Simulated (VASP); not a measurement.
```
GdN
1.0
    0.00000     2.45424     2.45424
    2.45424     0.00000     2.45424
    2.45424     2.45424     0.00000
Gd N
1 1
Cartesian
  0.00000   0.00000   0.00000
  2.45424   2.45424   2.45424
```

Calculation: revTPSS meta-GGA, VASP's PBE PAW potentials (set 64) (plane waves; VASP). Numerical set-up: 520 eV cut-off, 13×13×13 Γ-centred mesh, first-order Methfessel-Paxton smearing of 0.10 eV, potentials Gd_3 N.

The 4f electrons are frozen in the core of the lanthanide potential, so 4f levels, which can set the real gap, and their magnetism are missing.

**Question.** Give the stress tensor in GPa (positive for a compressed cell).

**Answer.** 
```
5.18  0.00  0.00
0.00  5.18  0.00
0.00  0.00  5.18
```
The pressure is its mean diagonal, 5.18 GPa.

The compound is GdN in the rock salt structure. This cell is one point of a volume scan, at 0.97 of the reference volume.
